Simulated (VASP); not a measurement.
A convergence study with VASP on CdSe (zinc blende): one setting is varied, all else stays as given below, so the limit is that of these other settings. Each run relaxes cell and ions from the cell shown. The basis is that of the starting cell, so low cut-offs carry a Pulay error.

```
CELL_PARAMETERS angstrom
      0.00000     3.02500     3.02500
      3.02500     0.00000     3.02500
      3.02500     3.02500     0.00000
ATOMIC_POSITIONS crystal
  Cd 0.00000 0.00000 0.00000
  Se 0.25000 0.25000 0.25000
```

All values below come from PBEsol GGA, VASP's PBE PAW potentials (set 64) (plane waves; VASP). The tightest run used: 700 eV cut-off, 7×7×7 Γ-centred mesh, Gaussian smearing of 0.050 eV, potentials Cd Se.

Gaps are read on the run's mesh, which can miss a band edge.

Q: The settings run are ENCUT = 200; ENCUT = 250; ENCUT = 300; ENCUT = 350; ENCUT = 400; ENCUT = 450; ENCUT = 500; ENCUT = 550; ENCUT = 600; ENCUT = 650; ENCUT = 700. From which on does the relaxed volume stay within 0.1 Å³/atom of the tightest run?

A: From ENCUT = 450 on: it is off by 0.068 there and by no more than 0.1 in any finer run, while ENCUT = 400 is off by 0.201.
```
setting      relaxed volume (Å³/atom)  E (eV/atom)  gap on the mesh (eV)  plane waves  difference judged (Å³/atom)
-----------  ------------------------  -----------  --------------------  -----------  ---------------------------
ENCUT = 200                    22.911      -3.4294                 0.875          363                        5.379
ENCUT = 250                    26.693      -3.0858                 0.585          531                        1.597
ENCUT = 300                    28.266      -3.0870                 0.466          663                        0.024
ENCUT = 350                    28.114      -3.0857                 0.479          869                        0.176
ENCUT = 400                    28.089      -3.0859                 0.483         1014                        0.201
ENCUT = 450                    28.222      -3.0874                 0.475         1243                        0.068
ENCUT = 500                    28.297      -3.0880                 0.470         1420                        0.007
ENCUT = 550                    28.293      -3.0880                 0.471         1639                        0.003
ENCUT = 600                    28.276      -3.0879                 0.472         1868                        0.014
ENCUT = 650                    28.277      -3.0880                 0.472         2102                        0.013
ENCUT = 700                    28.290      -3.0882                 0.471         2341                        0.000
```

Left out are rungs that failed or repeat a setting and relaxations that didn't move; long series are thinned to 24 rows.

The compound is CdSe in the zinc blende structure, whereas wurtzite is the usual form.
